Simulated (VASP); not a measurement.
All values below come from PBE GGA, VASP's PBE PAW potentials (set 64) (plane waves; VASP 6.6.1).

VASP input:

### INCAR
```
SYSTEM=TiB2
PREC=Accurate; ENCUT=600; LREAL=F
LASPH=T
EDIFF=1E-7; NELM=100; ALGO=Normal
LMAXMIX=4
ISMEAR=1; SIGMA=0.1
GGA=PE
ISIF=2
LWAVE=F; LCHARG=F
```

### POSCAR
```
TiB2
1
    1.4851971453    -2.5724369409     0.0000000000
    1.4851971453     2.5724369409     0.0000000000
    0.0000000000     0.0000000000     3.1635921422
Ti B
1 2
Direct
  0.0000000000   0.0000000000   0.0000000000
  0.3333330000   0.6666670000   0.5000000000
  0.6666670000   0.3333330000   0.5000000000
```

### KPOINTS
```
Automatic mesh
0
Gamma
10 10 10
0 0 0
```

POTCAR, in this order: Ti_sv B (PBE.64 set). Program: vasp_std.

The resulting files:

**OUTCAR**
```
 ion  position               nearest neighbor table
   1  0.000  0.000  0.000-   2 2.33   3 2.33   2 2.33   3 2.33   3 2.33   3 2.33   2 2.33   2 2.33
                             3 2.33   3 2.33   2 2.33   2 2.33
   2  0.333  0.667  0.500-   3 1.71   3 1.71   3 1.71   1 2.33   1 2.33   1 2.33   1 2.33   1 2.33
                             1 2.33
   3  0.667  0.333  0.500-   2 1.71   2 1.71   2 1.71   1 2.33   1 2.33   1 2.33   1 2.33   1 2.33
                             1 2.33
  LATTYP: Found a hexagonal cell.
 ALAT       =     2.9703943131
 C/A-ratio  =     1.0650411389
 Subroutine PRICEL returns:
 Original cell was already a primitive cell.
 Subroutine GETGRP returns: Found 24 space group operations
The static configuration has the point symmetry D_6h.
The dynamic configuration has the point symmetry D_6h.
 Subroutine INISYM returns: Found 24 space group operations
 Subroutine IBZKPT returns following result:
 Found     84 irreducible k-points:

 Following reciprocal coordinates:
            Coordinates               Weight
  0.000000  0.000000  0.000000      1.000000
  0.100000 -0.000000  0.000000      6.000000
  0.200000 -0.000000  0.000000      6.000000
  0.300000  0.000000  0.000000      6.000000
  0.400000  0.000000  0.000000      6.000000
  0.500000  0.000000  0.000000      3.000000
  0.100000  0.100000  0.000000      6.000000
  0.200000  0.100000  0.000000     12.000000
  0.300000  0.100000  0.000000     12.000000
  0.400000  0.100000  0.000000     12.000000
  0.200000  0.200000  0.000000      6.000000
  0.300000  0.200000  0.000000     12.000000
  0.400000  0.200000  0.000000      6.000000
  0.300000  0.300000  0.000000      6.000000
  0.000000  0.000000  0.100000      2.000000
  0.100000 -0.000000  0.100000     12.000000
  0.200000 -0.000000  0.100000     12.000000
  0.300000  0.000000  0.100000     12.000000
  0.400000  0.000000  0.100000     12.000000
...
```

File OSZICAR:
```
       N       E                     dE             d eps       ncg     rms          rms(c)
DAV:   1     0.138969779216E+03    0.13897E+03   -0.10247E+04  2184   0.177E+03
DAV:   2    -0.192494014553E+02   -0.15822E+03   -0.15375E+03  2239   0.424E+02
DAV:   3    -0.292946196327E+02   -0.10045E+02   -0.99338E+01  3189   0.983E+01
DAV:   4    -0.296083056515E+02   -0.31369E+00   -0.31335E+00  2846   0.160E+01
DAV:   5    -0.296157598659E+02   -0.74542E-02   -0.74538E-02  3144   0.223E+00    0.182E+01
DAV:   6    -0.242914746447E+02    0.53243E+01   -0.25272E+01  2884   0.613E+01    0.420E+00
DAV:   7    -0.243402259860E+02   -0.48751E-01   -0.15218E+00  2347   0.146E+01    0.369E+00
DAV:   8    -0.243527144180E+02   -0.12488E-01   -0.14939E-01  3234   0.343E+00    0.676E-01
DAV:   9    -0.243482375603E+02    0.44769E-02   -0.52284E-02  2853   0.310E+00    0.278E-01
DAV:  10    -0.243475554050E+02    0.68216E-03   -0.48801E-03  2687   0.102E+00    0.780E-02
DAV:  11    -0.243475343944E+02    0.21011E-04   -0.24151E-04  3090   0.208E-01    0.544E-02
DAV:  12    -0.243475209154E+02    0.13479E-04   -0.88340E-05  2697   0.132E-01    0.103E-02
DAV:  13    -0.243475203282E+02    0.58716E-06   -0.88816E-06  2682   0.402E-02    0.318E-03
DAV:  14    -0.243475203818E+02   -0.53599E-07   -0.39240E-07  2547   0.784E-03
   1 F= -.24347520E+02 E0= -.24347203E+02  d E =-.951840E-03
```

OUTCAR:
```
------------------------ aborting loop because EDIFF is reached ----------------------------------------
  FORCE on cell =-STRESS in cart. coord.  units (eV):
  Direction    XX          YY          ZZ          XY          YZ          ZX
  --------------------------------------------------------------------------------------
  Total        2.8340052      2.8340052      2.2395491      0.0000000      0.0000000      0.0000000
  in kB      187.8329989    187.8330027    148.4334700      0.0000000      0.0000000      0.0000000
  external PRESSURE =     174.6998239 kB  Pullay stress =       0.0000000 kB
  volume of cell :       24.17
      direct lattice vectors                 reciprocal lattice vectors
     1.485197145 -2.572436941  0.000000000     0.336655643 -0.194368224  0.000000000
     1.485197145  2.572436941  0.000000000     0.336655643  0.194368224  0.000000000
     0.000000000  0.000000000  3.163592142     0.000000000  0.000000000  0.316096372
 POSITION                                       TOTAL-FORCE (eV/Angst)
 -----------------------------------------------------------------------------------
      0.00000      0.00000      0.00000         0.000000     -0.000000     -0.000000
      1.48520      0.85748      1.58180        -0.000000      0.000000     -0.000000
      1.48520     -0.85748      1.58180         0.000000     -0.000000      0.000000
 -----------------------------------------------------------------------------------
    total drift:                                0.000000     -0.000000      0.000000
  FREE ENERGIE OF THE ION-ELECTRON SYSTEM (eV)
  ---------------------------------------------------
  free  energy   TOTEN  =       -24.3475203818 eV

  energy  without entropy=      -24.3465685415  energy(sigma->0) =      -24.34720310
```
(Selected blocks of OUTCAR.)

The compound is TiB2 in the AlB2 type structure. This cell was strained or had an atom moved on purpose.
